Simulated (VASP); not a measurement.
Input of a VASP 6.6.1 run:

The input run.py:

```python
from ase.calculators.vasp import Vasp
from ase.dft.bandgap import bandgap
from ase.io import read

atoms = read('HfB.cif')
calc = Vasp(
    directory='calc',
    xc='pbesol',
    pp='PBE',
    setups='materialsproject',
    prec='Accurate',
    encut=520,
    ediff=1e-06,
    ismear=0,
    sigma=0.1,
    lreal=False,
    lasph=True,
    nelm=100,
    algo='Normal',
    isif=2,
    lwave=False,
    lcharg=False,
    kpts=[10, 10, 10],
    gamma=True,
)
atoms.calc = calc

print('energy (eV):', atoms.get_potential_energy())
print('free energy (eV):', atoms.get_potential_energy(force_consistent=True))
print('forces (eV/A):')
print(atoms.get_forces())
print('stress (eV/A^3, Voigt):', atoms.get_stress())
print('Fermi level (eV):', calc.get_fermi_level())
gap, top, bottom = bandgap(calc)
print('band gap (eV):', gap, 'from (spin, k, band)', top, 'to', bottom)
```

Contents of HfB.cif:

```cif
data_HfB
_cell_length_a 3.26683333
_cell_length_b 3.26683333
_cell_length_c 3.26683333
_cell_angle_alpha 60.00000000
_cell_angle_beta 60.00000000
_cell_angle_gamma 60.00000000
_space_group_name_H-M_alt 'P1'
_space_group_name_Hall 'P 1'
_space_group_IT_number 1
loop_
_space_group_symop_operation_xyz
'x,y,z'
loop_
_atom_site_label
_atom_site_type_symbol
_atom_site_symmetry_multiplicity
_atom_site_Wyckoff_symbol
_atom_site_fract_x
_atom_site_fract_y
_atom_site_fract_z
_atom_site_occupancy
Hf1 Hf 1 a 0.5000000000 0.5000000000 0.5000000000 1
B1 B 1 a 0.0000000000 0.0000000000 0.0000000000 1
```

Potentials or basis: VASP PAW PBE potentials, release 64 (Hf_pv, B).

Run with:

```sh
$ python run.py
```

Q: Predict the band gap on the k mesh.

A: None (metal or under the smearing width).

Q: Estimate the pressure.

A: 24.2 GPa.

Caveat: so large a pressure means that the cell lies far from this level's equilibrium, or that cutoff or potentials fall short; the potentials were made for another functional, which shifts forces and pressure. Spin-orbit coupling is left out, which matters for the levels of Hf.
